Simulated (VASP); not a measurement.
An input for Ansatz (written as the equivalent of a VASP run, and not itself run):

Ansatz 0.2 input:
```yaml
crystal:
  lattice:
    - [1.8768317, -3.2507679, 0.0000000]
    - [1.8768317, 3.2507679, 0.0000000]
    - [0.0000000, 0.0000000, 5.1258559]
  atoms:
    - { symbol: Se, position: [1.0000000, 0.2730389, 0.6666670] }
    - { symbol: Se, position: [0.7269611, 0.7269611, 0.0000000] }
    - { symbol: Se, position: [0.2730389, 1.0000000, 0.3333330] }
kpoints:
  mp_grid: { grid: [7, 7, 5] }
hamiltonian:
  xc: lda
  pseudopotentials: { kind: paw }
scf:
  occupations: { method: gaussian, width: 0.05 }
  max_iter: 100
relax:
  max_steps: 40
  f_tol: 0.02
  cell: { p_target: 5 }
output: { forces: true, stress: true, eigenvalues: true }
```

Task: Translate this input to VASP (INCAR, KPOINTS, POSCAR, choice of POTCAR).

Result: This is not unique; one that fits is 
File KPOINTS:
```
Regular mesh
0
Gamma
7 7 5
```

File POSCAR:
```
Se
1
    1.8768317005    -3.2507678504     0.0000000000
    1.8768317005     3.2507678504    -0.0000000000
    0.0000000000     0.0000000000     5.1258559193
Se
3
Direct
  1.0000000000   0.2730388806   0.6666670000
  0.7269611194   0.7269611194   0.0000000000
  0.2730388806   1.0000000000   0.3333330000
```

**INCAR**
```
# general
SYSTEM  = Se
PREC    = Accurate
ENCUT   = 500
LREAL   = .False.   # projection in real space or not
LASPH   = .True.

# electronic loop
EDIFF   = 1E-6   # SCF stop (eV)
NELM    = 100   # most electronic steps
ALGO    = Normal   # blocked Davidson
LMAXMIX = 4   # l cut-off of mixed one-centre charges

# smearing
ISMEAR  = 0
SIGMA   = 0.05   # width (eV)

# ions
IBRION  = 2   # conjugate gradients
NSW     = 40
ISIF    = 3
EDIFFG  = -0.02
PSTRESS = 50   # kbar

# output
LWAVE   = .False.
LCHARG  = .False.
```

POTCAR, in this order: Se (LDA.64 set). Program: vasp_std.

The two are equivalent in intent, not identical: each code has its own PAW files, so the cut-off isn't converted (ENCUT is set for VASP's; basis.ecutwfc is left out, and Ansatz then takes the one that its files recommend); Ansatz stops its SCF on the density residual and VASP on the energy change (EDIFF); Ansatz's lda is the Perdew-Wang form, while the LDA potentials of VASP carry Perdew-Zunger's.

The compound is Se in the trig structure. It was relaxed first under an external pressure of 5 GPa.
